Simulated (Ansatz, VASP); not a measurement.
# Al3Ga5N8 (alloy, x = 0.625, one random ordering in a cell of 16 atoms (invented)) in two plane-wave programs, part 2 of 3

Aim: how closely do two programs agree when they are given the same cell, functional and k mesh? The cell is generated by rule, not measured, and may not be a known phase. The cell is taken from a series of runs on this material, whose earlier steps may have relaxed, scaled, displaced or heated it; both programs get it as it stands.

VASP 6.6.1 and Ansatz 0.2.0.

So far: The starting structure; Ansatz: relaxation of cell and atoms, r2SCAN, pair 1.

## 3. VASP: relaxation of cell and atoms, r2SCAN, pair 1

Level of this step: r2SCAN; plane waves and PAW (Ga_d, Al, N); invented cell (VASP).

The same cell, functional, mesh and smearing now go to VASP, with its own data sets.

Lines of VASP's logs that name or quote its potential files are left out, and so is its time.

Input file INCAR:

```
SYSTEM = Al3Ga5N8
PREC = Accurate
ENCUT = 660
EDIFF = 1E-07
NELM = 120
ISMEAR = 0
SIGMA = 0.02
LREAL = .FALSE.
ALGO = Normal
METAGGA = R2SCAN
LASPH = .TRUE.
NBANDS = 73
LORBIT = 11
LWAVE = .FALSE.
LCHARG = .FALSE.
ISIF = 3
IBRION = 2
NSW = 80
EDIFFG = -0.005
GGA_COMPAT = .FALSE.
NELMIN = 4
EFERMI = MIDGAP
LMIXTAU = .TRUE.
KPAR = 4
```

Input file POSCAR:

```
Al3Ga5N8
1.0
   -3.1479360000      3.1479360000      4.4449010000
    3.1479360000     -3.1479360000      4.4449010000
    3.1479360000      3.1479360000     -4.4449010000
Ga Al N
5 3 8
Direct
    0.2501954687      0.2501954687      0.5003910498
    0.2501954687      0.7498044189      1.0000000000
    0.7499999438      0.2499999438      0.5000000000
    0.7498044189      0.2501954687      1.0000000000
    0.7498044189      0.7498044189      0.4996089501
    0.2499999438      0.7499999438      0.5000000000
    0.2503837543      0.2503837544      1.0000000000
    0.7496161332      0.7496161332      1.0000000000
    0.3804056653      0.6303475320      0.7500581333
    0.3724300762      0.1277669064      0.2446631698
    0.3696523556      0.1197104890      0.7500581333
    0.3696523556      0.6195942223      0.2499418667
    0.8722329812      0.1168961510      0.2446631698
    0.8722329812      0.6275698114      0.7553368302
    0.8802893986      0.6303475320      0.2499418667
    0.8831037366      0.1277669064      0.7553368302
```

Input file KPOINTS:

```
Automatic mesh
0
Gamma
4 4 4
0 0 0
```

PAW data sets: Ga_d, Al and N (PBE family, release 64).

Launch:

```
$ mpirun -np 4 vasp_std
```

Numbers of over 12 decimals in the logs are rounded to 6 here.

What it wrote:

```text
[banner, memory and clock lines left out]
running    4 mpi-ranks, on    1 nodes
 distrk:  each k-point on    1 cores,    4 groups
 distr:  one band on    1 cores,    1 groups

 POSCAR found type information on POSCAR GaAlN
 POSCAR found :  3 types and      16 ions
|                                                                             |
|               ----> ADVICE to this user running VASP <----                  |
|                                                                             |
|     You enforced a specific xc type in the INCAR file but a different       |
|     [... a line on the potential file left out ...]
|     I HOPE YOU KNOW WHAT YOU ARE DOING!                                     |
|                                                                             |

 LDA part: xc-table for (None), standard interpolation
 POSCAR, INCAR and KPOINTS ok, starting setup
 FFT: planning ... GRIDC
 FFT: planning ... GRID_SOFT
 FFT: planning ... GRID
 WAVECAR not read
 entering main loop
       N       E                     dE             d eps       ncg     rms          rms(c)
DAV:   1     0.156980356855E+04    0.15698E+04   -0.57433E+04  2219   0.301E+03
DAV:   2     0.224635100125E+03   -0.13452E+04   -0.12472E+04  1898   0.878E+02
DAV:   3    -0.163244130103E+03   -0.38788E+03   -0.36635E+03  2322   0.284E+02
DAV:   4    -0.202338005902E+03   -0.39094E+02   -0.38480E+02  2188   0.946E+01
DAV:   5    -0.204868461672E+03   -0.25305E+01   -0.25189E+01  2764   0.252E+01    0.224E+01
DAV:   6    -0.170312313454E+03    0.34556E+02   -0.47123E+01  3076   0.622E+01    0.815E+00
DAV:   7    -0.164581857834E+03    0.57305E+01   -0.91211E+00  2132   0.149E+01    0.519E+00
DAV:   8    -0.175031922671E+03   -0.10450E+02   -0.74441E+00  2804   0.212E+01    0.423E+00
DAV:   9    -0.169999249299E+03    0.50327E+01   -0.27323E+00  2236   0.108E+01    0.128E+00
DAV:  10    -0.166859450940E+03    0.31398E+01   -0.11216E+00  2268   0.789E+00    0.329E-01
DAV:  11    -0.166933944393E+03   -0.74493E-01   -0.28536E-01  2396   0.459E+00    0.561E-01
DAV:  12    -0.166976406590E+03   -0.42462E-01   -0.24283E-02  2460   0.116E+00    0.483E-01
DAV:  13    -0.166972949015E+03    0.34576E-02   -0.77647E-03  2580   0.143E+00    0.288E-01
DAV:  14    -0.166979955307E+03   -0.70063E-02   -0.45897E-03  2572   0.702E-01    0.123E-01
[...]
DAV:  19    -0.166994458998E+03   -0.30393E-03   -0.17199E-04  2044   0.117E-01    0.269E-02
DAV:  20    -0.166994505840E+03   -0.46842E-04   -0.27375E-05  3076   0.501E-02    0.142E-02
DAV:  21    -0.166994515655E+03   -0.98156E-05   -0.89379E-06  2548   0.219E-02    0.786E-03
DAV:  22    -0.166994515577E+03    0.78315E-07   -0.21673E-06  2564   0.114E-02    0.468E-03
DAV:  23    -0.166994510278E+03    0.52991E-05   -0.89276E-07  2820   0.171E-02    0.217E-03
DAV:  24    -0.166994514671E+03   -0.43936E-05   -0.16138E-06  2212   0.177E-02    0.175E-03
DAV:  25    -0.166994513764E+03    0.90697E-06   -0.46987E-07  1924   0.143E-02    0.765E-04
DAV:  26    -0.166994513784E+03   -0.19729E-07   -0.18096E-07  1332   0.310E-03
   1 F= -.16699451E+03 E0= -.16699451E+03  d E =-.166995E+03
[...]
2 F= -.16699542E+03 E0= -.16699542E+03  d E =-.904963E-03
[...]
3 F= -.16699613E+03 E0= -.16699613E+03  d E =-.162115E-02
[...]
4 F= -.16699613E+03 E0= -.16699613E+03  d E =-.161980E-02
[...]
5 F= -.16699618E+03 E0= -.16699618E+03  d E =-.455771E-04
 trial-energy change:   -0.000046  1 .order   -0.000074   -0.000285    0.000137
 step:   0.5322(harm=  0.6229)  dis= 0.00073  next Energy=  -166.996210 (dE=-0.768E-04)
 bond charge predicted
       N       E                     dE             d eps       ncg     rms          rms(c)
DAV:   1    -0.166996265601E+03   -0.86405E-04   -0.83182E-03  2172   0.630E-01    0.610E-02
DAV:   2    -0.166996221187E+03    0.44414E-04   -0.60548E-04  2384   0.281E-01    0.304E-02
DAV:   3    -0.166996202302E+03    0.18886E-04   -0.98843E-05  2812   0.932E-02    0.859E-03
DAV:   4    -0.166996210224E+03   -0.79221E-05   -0.32408E-05  2042   0.362E-02    0.665E-03
DAV:   5    -0.166996208729E+03    0.14951E-05   -0.21934E-06  2412   0.166E-02    0.349E-03
DAV:   6    -0.166996208614E+03    0.11453E-06   -0.21005E-06  2156   0.143E-02    0.166E-03
DAV:   7    -0.166996210128E+03   -0.15137E-05   -0.53830E-07  1956   0.612E-03    0.103E-03
DAV:   8    -0.166996210132E+03   -0.42746E-08   -0.47013E-08  1211   0.294E-03
   6 F= -.16699621E+03 E0= -.16699621E+03  d E =-.765497E-04
 curvature:  -0.30 expect dE=-0.172E-05 dE for cont linesearch -0.127E-05
 trial: gam=-0.09739 g(F)=  0.345E-05 g(S)=  0.224E-05 ort = 0.372E-04 (trialstep = 0.845E+00)
 search vector abs. value=  0.157E-05
 reached required accuracy - stopping structural energy minimisation
```

OUTCAR, selected parts (step 3):

```text
ion  position               nearest neighbor table
   1  0.250  0.250  0.500-  10 1.94  13 1.94  11 1.95   9 1.95   8 3.14   7 3.14
   2  0.250  0.750  0.000-  10 1.94  14 1.94  12 1.95   9 1.95   7 3.14   8 3.14
   3  0.750  0.250  0.500-  10 1.94  13 1.94  14 1.94  16 1.94
   4  0.750  0.250  0.000-  13 1.94  16 1.94  11 1.95  15 1.95   8 3.14   7 3.14
   5  0.750  0.750  0.500-  16 1.94  14 1.94  15 1.95  12 1.95   8 3.14   7 3.14
   6  0.250  0.750  0.500-   9 1.90  12 1.90  11 1.90  15 1.90   7 3.15   8 3.15   8 3.15   7 3.15

  LATTYP: Found a body centered tetragonal cell.
 ALAT       =     6.2958720000
 C/A-ratio  =     1.4120048819

 Subroutine GETGRP returns: Found  8 space group operations
 (whereof  8 operations were pure point group operations)

The static configuration has the point symmetry D_2d.

 Found     13 irreducible k-points:

   k-points           NKPTS =     13   k-points in BZ     NKDIM =     13   number of bands    NBANDS=     73

   dimension x,y,z NGX =    54 NGY =   54 NGZ =   54
   dimension x,y,z NGXF=   108 NGYF=  108 NGZF=  108

   ENCUT  =  660.0 eV  48.51 Ry    6.96 a.u.  13.18 13.18 13.18*2*pi/ulx,y,z

   NELECT =     114.0000    total number of electrons

 k-points in reciprocal lattice and weights: Automatic mesh
   0.00000000  0.00000000  0.00000000       0.016
   0.25000000 -0.00000000  0.00000000       0.125
   0.50000000 -0.00000000  0.00000000       0.062
   0.25000000  0.25000000  0.00000000       0.125
   0.50000000  0.25000000  0.00000000       0.250
  -0.25000000  0.25000000  0.00000000       0.062
   0.50000000  0.50000000  0.00000000       0.031
   0.25000000  0.25000000  0.25000000       0.031
  -0.25000000  0.25000000  0.25000000       0.062
   0.50000000  0.50000000  0.25000000       0.062
  -0.25000000  0.50000000  0.25000000       0.125
  -0.25000000 -0.25000000  0.25000000       0.031
   0.50000000  0.50000000  0.50000000       0.016

 average (electrostatic) potential at core
       1 -67.7814       2 -67.7814       3 -67.7302       4 -67.7814       5 -67.7814
       6 -75.5375       7 -75.4524       8 -75.4524       9 -64.1036      10 -64.2056
      11 -64.1036      12 -64.1036      13 -64.2056      14 -64.2056      15 -64.1036
      16 -64.2056

 E-fermi :   6.8130

 k-point     1 :       0.0000    0.0000    0.0000
  band No.  band energies     occupation
    ...
     53       4.6229      2.00000
     54       4.6580      2.00000
     55       5.2080      2.00000
     56       5.2939      2.00000
     57       5.2939      2.00000
     58       8.3320      0.00000
     59       9.1366      0.00000
     60       9.1366      0.00000
     61       9.2682      0.00000
     62      10.9393      0.00000
    ...

 k-point     2 :       0.2500   -0.0000    0.0000
  band No.  band energies     occupation
    ...
     53       4.3259      2.00000
     54       4.5589      2.00000
     55       4.6329      2.00000
     56       5.1329      2.00000
     57       5.1658      2.00000
     58       9.3542      0.00000
     59       9.9105      0.00000
     60       9.9156      0.00000
     61      10.0196      0.00000
     62      11.1494      0.00000
    ...

 k-point     3 :       0.5000   -0.0000    0.0000
  band No.  band energies     occupation
    ...
     53       3.7040      2.00000
     54       4.7139      2.00000
     55       4.7858      2.00000
     56       4.9403      2.00000
     57       4.9471      2.00000
     58      10.5916      0.00000
     59      10.7091      0.00000
     60      11.2256      0.00000
     61      11.4160      0.00000
     62      11.4226      0.00000
    ...

  Total       -0.0069632     -0.0069632     -0.0254051      0.0000000      0.0000000      0.0000000
  in kB       -0.0631628     -0.0631628     -0.2304472      0.0000000      0.0000000      0.0000000
  external PRESSURE =      -0.1189243 kB  Pullay stress =       0.0000000 kB

  energy-cutoff  :      660.00
  volume of cell :      176.63
      direct lattice vectors                 reciprocal lattice vectors
    -3.150561938  3.150561938  4.448605032     0.000000000  0.158701847  0.112394784
     3.150561938 -3.150561938  4.448605032     0.158701847  0.000000000  0.112394784
     3.150561938  3.150561938 -4.448605032     0.158701847  0.158701847  0.000000000

 POSITION                                       TOTAL-FORCE (eV/Angst)
 -----------------------------------------------------------------------------------
      1.57643      1.57643     -0.00000         0.000253      0.000253     -0.000000
      1.57413     -1.57413      4.44860        -0.000253      0.000253     -0.000000
      0.00000      3.15056      2.22430         0.000000     -0.000000     -0.000000
     -1.57413      1.57413      4.44860         0.000253     -0.000253     -0.000000
      1.57413      1.57413      4.44860        -0.000253     -0.000253     -0.000000
      3.15056      0.00000      2.22430         0.000000     -0.000000     -0.000000
      0.00000     -0.00000      2.22764         0.000000     -0.000000      0.001438
      0.00000      0.00000      6.66957         0.000000     -0.000000     -0.001438
      3.15056      1.57581      1.16321        -0.000000      0.000796      0.003949
     -0.00000      1.53931      1.13843         0.000000     -0.000269      0.000628
      1.57581      3.15056     -1.16321         0.000796      0.000000     -0.003949
      1.57475     -0.00000      3.28540        -0.000796      0.000000     -0.003949
     -1.61125      3.15056      3.31018        -0.000269     -0.000000     -0.000628
      1.61125      3.15056      3.31018         0.000269     -0.000000     -0.000628
      0.00000      1.57475      5.61181        -0.000000     -0.000796      0.003949
      0.00000      4.76181      1.13843         0.000000      0.000269      0.000628
 -----------------------------------------------------------------------------------
    total drift:                                0.000004     -0.000004      0.002993

  FREE ENERGIE OF THE ION-ELECTRON SYSTEM (eV)
  ---------------------------------------------------
  free  energy   TOTEN  =      -166.9962101321 eV

  energy  without entropy=     -166.9962101321  energy(sigma->0) =     -166.99621013

 reached required accuracy - stopping structural energy minimisation

 total charge
# of ion       s       p       d       tot
------------------------------------------
    1        0.755   0.887  10.192  11.834
    2        0.755   0.887  10.192  11.834
    3        0.758   0.900  10.199  11.857
    4        0.755   0.887  10.192  11.834
    5        0.755   0.887  10.192  11.834
    6        0.368   0.442   0.000   0.809
    7        0.371   0.448   0.000   0.819
    8        0.371   0.448   0.000   0.819
    9        1.227   2.591   0.000   3.819
   10        1.229   2.577   0.000   3.806
   11        1.227   2.591   0.000   3.819
   12        1.227   2.591   0.000   3.819
   13        1.229   2.577   0.000   3.806
   14        1.229   2.577   0.000   3.806
   15        1.227   2.591   0.000   3.819
   16        1.229   2.577   0.000   3.806
--------------------------------------------------
tot         14.714  26.462  50.966  92.142

[... 3 further parts left out ...]
```

The run keeps the 8 symmetry operations of its start, so it cannot find a distortion of lower symmetry.

## 4. Differences

Known differences besides the potentials themselves: VASP keeps PBE cores, Ansatz makes them for the functional; the cutoff is 600 eV in Ansatz and 660 eV in VASP; Ansatz adds a Pulay correction to the stress that steers its cell, VASP none. Total energies have different zeros and are not compared.

Compared:

```csv
quantity,Ansatz,VASP,difference
volume (Å³),176.18,176.63,-0.26 %
"edge a after relaxation, in the typed setting (Å)",6.291,6.296,-0.09 %
```

## 5. VASP: relaxation of cell and atoms, r2SCAN, pair 2

The relaxed volume is the usual yardstick between codes: in a stiff, nearly cubic crystal its relative difference is about their pressure difference at one cell divided by the bulk modulus.

INCAR, as its differences from that of step 3:

```diff
@@ -6,3 +6,3 @@
 ISMEAR = 0
-SIGMA = 0.02
+SIGMA = 0.01
 LREAL = .FALSE.
```

Input file POSCAR:

```
Al3Ga5N8
1.0
   -3.1480030000      3.1480030000      4.4444750000
    3.1480030000     -3.1480030000      4.4444750000
    3.1480030000      3.1480030000     -4.4444750000
Ga Al N
5 3 8
Direct
    0.2501712032      0.2501712032      0.5003425188
    0.2501712032      0.7498286844      0.0000000000
    0.7499999438      0.2499999438      0.5000000000
    0.7498286844      0.2501712032      0.0000000000
    0.7498286844      0.7498286844      0.4996574812
    0.2499999438      0.7499999438      0.5000000000
    0.2503900349      0.2503900349      0.0000000000
    0.7496098527      0.7496098527      0.0000000000
    0.3804071182      0.6303460477      0.7500610705
    0.3724372349      0.1277710529      0.2446661820
    0.3696538399      0.1197149104      0.7500610705
    0.3696538399      0.6195927694      0.2499389295
    0.8722288347      0.1168950167      0.2446661820
    0.8722288347      0.6275626527      0.7553338180
    0.8802849772      0.6303460477      0.2499389295
    0.8831048708      0.1277710529      0.7553338180
```

KPOINTS is that of step 3.

Launch:

```
$ mpirun -np 4 vasp_std
```

What it wrote:

```text
[banner, memory and clock lines left out]
running    4 mpi-ranks, on    1 nodes
[...]
[... a notice as in an earlier step ...]

 LDA part: xc-table for (None), standard interpolation
 POSCAR, INCAR and KPOINTS ok, starting setup
[...]
entering main loop
       N       E                     dE             d eps       ncg     rms          rms(c)
DAV:   1     0.159933432003E+04    0.15993E+04   -0.56992E+04  2210   0.302E+03
DAV:   2     0.242222028165E+03   -0.13571E+04   -0.12546E+04  1898   0.897E+02
DAV:   3    -0.160328291276E+03   -0.40255E+03   -0.38172E+03  2295   0.291E+02
DAV:   4    -0.202216349761E+03   -0.41888E+02   -0.41231E+02  2225   0.977E+01
[...]
DAV:  25    -0.166994461155E+03    0.13509E-05   -0.49411E-07  2252   0.178E-02    0.116E-03
DAV:  26    -0.166994461407E+03   -0.25218E-06   -0.33194E-07  1596   0.614E-03    0.103E-03
DAV:  27    -0.166994461409E+03   -0.20154E-08   -0.89977E-08  1292   0.433E-03
   1 F= -.16699446E+03 E0= -.16699446E+03  d E =-.166994E+03
[... from here on, the cycles between the ionic steps are left out ...]
   2 F= -.16699536E+03 E0= -.16699536E+03  d E =-.898339E-03
   3 F= -.16699611E+03 E0= -.16699611E+03  d E =-.165286E-02
   4 F= -.16699611E+03 E0= -.16699611E+03  d E =-.165153E-02
   5 F= -.16699616E+03 E0= -.16699616E+03  d E =-.475810E-04
   6 F= -.16699619E+03 E0= -.16699619E+03  d E =-.784323E-04
[...]
reached required accuracy - stopping structural energy minimisation
```

OUTCAR, selected parts (step 5):

```text
  Total       -0.0094871     -0.0094871     -0.0185088      0.0000000      0.0000000      0.0000000
  in kB       -0.0860567     -0.0860567     -0.1678914      0.0000000      0.0000000      0.0000000
  external PRESSURE =      -0.1133349 kB  Pullay stress =       0.0000000 kB

 POSITION                                       TOTAL-FORCE (eV/Angst)
 -----------------------------------------------------------------------------------
      1.57643      1.57643     -0.00000         0.000429      0.000429     -0.000000
      4.72483      1.57643     -0.00000        -0.000429      0.000429     -0.000000
      0.00000      3.15063      2.22421         0.000000      0.000000     -0.000000
      1.57643      4.72483     -0.00000         0.000429     -0.000429     -0.000000
      1.57420      1.57420      4.44841        -0.000429     -0.000429     -0.000000
      3.15063      0.00000      2.22421         0.000000      0.000000     -0.000000
      3.15063      3.15063     -2.22078        -0.000000      0.000000      0.000993
      3.15063      3.15063      2.22078        -0.000000      0.000000     -0.000993
      3.15063      1.57582      1.16312        -0.000000      0.000842      0.004156
      0.00000      1.53933      1.13843         0.000000     -0.000347      0.000441
      1.57582      3.15063     -1.16312         0.000842     -0.000000     -0.004156
      1.57481      0.00000      3.28529        -0.000842      0.000000     -0.004156
     -1.61130      3.15063      3.30999        -0.000347     -0.000000     -0.000441
      1.61130      3.15063      3.30999         0.000347      0.000000     -0.000441
      0.00000      1.57481      5.61153         0.000000     -0.000842      0.004156
      0.00000      4.76193      1.13843         0.000000      0.000347      0.000441
 -----------------------------------------------------------------------------------
    total drift:                                0.000004     -0.000004      0.002993

  FREE ENERGIE OF THE ION-ELECTRON SYSTEM (eV)
  ---------------------------------------------------
  free  energy   TOTEN  =      -166.9961913712 eV

  energy  without entropy=     -166.9961913712  energy(sigma->0) =     -166.99619137

[... 2 parts as in an earlier step ...]

[... 2 further parts left out ...]
[key lines of the parts left out:]
E-fermi :   6.8129
```

[end of part 2 of 3]

[Lines on the potential files, build, host, timing and source positions are cut from VASP's logs without a mark.]

[Logs are printed without paths, hosts, clocks, repeated set-up lines and the standing remarks that a program may print on its own settings, such as how far it seeks lower states.]

[Hosts, paths, dates, database ids (printed as entryN), source tags and the programs' standing remarks are cut or masked in the printed files.]
